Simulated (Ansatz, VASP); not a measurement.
# One calculation of Si2BO3, two programs

Contents of INCAR:

```
PREC     = Accurate       # precision mode
ENCUT    = 520            # plane-wave cutoff, eV
EDIFF    = 1E-6           # SCF threshold, eV
ISMEAR   = 0              # smearing method
SIGMA    = 0.1            # smearing width, eV
LREAL    = F              # projectors in reciprocal space
LASPH    = T              # aspherical terms in the spheres
NELM     = 100            # most SCF steps
ALGO     = Normal         # electronic algorithm
ISIF     = 2              # what is computed and relaxed
LWAVE    = F              # write WAVECAR
LCHARG   = F              # write CHGCAR
GGA      = PE             # functional
NBANDS   = 24             # bands
```

The input KPOINTS:

```
regular mesh
0
Gamma
  4 4 4
```

Contents of POSCAR:

```
Si2BO3
1.0
    4.1457066100      0.0000000000      0.0000000000
    0.0000000000      4.1457066100      0.0000000000
    0.0000000000      0.0000000000      4.4495762200
Si B O
2 1 3
Direct
    0.5000000000      0.0000000000      0.5039415500
    0.0000000000      0.5000000000      0.5039415500
    0.5000000000      0.5000000000      0.9305108100
    0.0000000000      0.0000000000      0.6909523200
    0.5000000000      0.0000000000      0.8634176800
    0.0000000000      0.5000000000      0.8634176800
```

Input for Ansatz:

```yaml
crystal:
  lattice:
    - [4.14570661, 0.0, 0.0]
    - [0.0, 4.14570661, 0.0]
    - [0.0, 0.0, 4.44957622]
  atoms:
    - { symbol: Si, position: [0.5, 0.0, 0.50394155] }
    - { symbol: Si, position: [0.0, 0.5, 0.50394155] }
    - { symbol: B, position: [0.5, 0.5, 0.93051081] }
    - { symbol: O, position: [0.0, 0.0, 0.69095232] }
    - { symbol: O, position: [0.5, 0.0, 0.86341768] }
    - { symbol: O, position: [0.0, 0.5, 0.86341768] }
basis:
  ecutwfc: 420
kpoints:
  mp_grid: { grid: [4, 4, 4] }
hamiltonian:
  xc: pbe
scf:
  occupations: { method: gaussian, width: 0.1 }
  lower_state_search: "off"
output:
  forces: true
  stress: true
  eigenvalues: true
```

Alike in both runs: task single point; functional PBE; k mesh 4 × 4 × 4; occupations gaussian, width 0.1 eV; no spin polarisation.

```csv
,VASP,Ansatz
version,VASP 6.6.1,Ansatz 0.2.0
potentials or method,"VASP PAW PBE potentials, release 64 (Si, B, O)","scalar-relativistic, plane waves, PAW"
plane-wave cutoff (eV),520,420
valence electrons in the cell,29,29
```

```tsv
	VASP	Ansatz	Ansatz less VASP
gap on the k mesh at the Fermi level (eV)	none	none	-
pressure (GPa)	0.3	0.2	-0.15
largest component of the traceless stress (GPa)	12.19	11.50	-0.686
rms of the force components (eV/Å)	1.729	1.693	-0.0364
```

Atom by atom the forces differ by 0.072 eV/Å (rms over components). A gap of «none» marks a metal or a gap that the smearing closes.

Caveats: the k mesh is coarse (spacing up to 0.38 Å⁻¹), so the values aren't converged; an odd number of electrons without spin polarisation forces a metal; a magnetic or distorted state may lie lower.
